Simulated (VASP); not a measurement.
Given:

```xyz
5
Lattice="4.2041 0.0000 0.0000 0.0000 4.2041 0.0000 0.0000 0.0000 4.2041" Properties=species:S:1:pos:R:3 pbc="T T T"
Ba     0.0000     0.0000     0.0000
Zr     2.1020     2.1020     2.1020
O      2.1020     0.0000     2.1020
O      0.0000     2.1020     2.1020
O      2.1020     2.1020     0.0000
```

Calculation: r2SCAN+rVV10, VASP's PBE PAW potentials (set 64) (plane waves; VASP). Run with 520 eV cut-off, 5×5×5 Γ-centred mesh, Gaussian smearing of 0.050 eV, potentials Ba_sv Zr_sv O.

Task: Predict the energy per atom (σ→0).

Result: 
```yaml
energy per atom (σ→0): -16839 meV/atom
```

The absolute energy has meaning only against runs of the same code, potentials and settings.

The compound is BaZrO3 in the cubic perovskite structure. It was relaxed first.
